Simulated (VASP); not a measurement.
Here is a VASP 6.6.1 calculation.

INCAR

```
SYSTEM = Ti
ALGO     = Normal         ! electronic algorithm
EDIFF    = 1E-7           ! SCF threshold, eV
EDIFFG   = -0.005         ! ionic threshold
ENCUT    = 300            ! plane-wave cutoff, eV
GGA      = PE             ! functional
IBRION   = 2              ! ionic algorithm
ISIF     = 3              ! what is computed and relaxed
ISMEAR   = 1              ! smearing method
LASPH    = .TRUE.         ! aspherical terms in the spheres
LCHARG   = .FALSE.        ! write CHGCAR
LREAL    = .FALSE.        ! projectors in reciprocal space
LWAVE    = .FALSE.        ! write WAVECAR
NELM     = 80             ! most SCF steps
NSW      = 90             ! ionic steps
PREC     = Accurate       ! precision mode
SIGMA    = 0.1            ! smearing width, eV
```

Contents of KPOINTS:

```
k-points
0
G
  8 8 4
  0 0 0
```

POSCAR

```
Ti                                      
1.0
    2.9265052734      0.0000000000      0.0000000000
   -1.4632526367      2.5344279111     -0.0000000000
    0.0000000000      0.0000000000      4.6065955789
  Ti            
     2
Direct
     0.3333333332999970    0.6666666667000030    0.2500000000000000
     0.6666666667000030    0.3333333332999970    0.7500000000000000
```

Potentials or basis: VASP PAW PBE potentials, release 64 (Ti).

Command:

```bash
$ cat potpaw_PBE.64/Ti/POTCAR > POTCAR
$ mpirun -np 1 vasp_std > vasp.out
```

Q: What does it give for the band gap on the k mesh?

A: None (metal or under the smearing width).

Final structure:
```yaml
crystal:
  lattice:
    - [2.92651, 0.00000, 0.00000]
    - [-1.46325, 2.53443, 0.00000]
    - [0.00000, 0.00000, 4.60660]
  atoms:
    - { symbol: Ti, position: [0.33333, 0.66667, 0.25000] }
    - { symbol: Ti, position: [0.66667, 0.33333, 0.75000] }
```

Caveat: the relaxation stopped at its first step, so nothing moved.
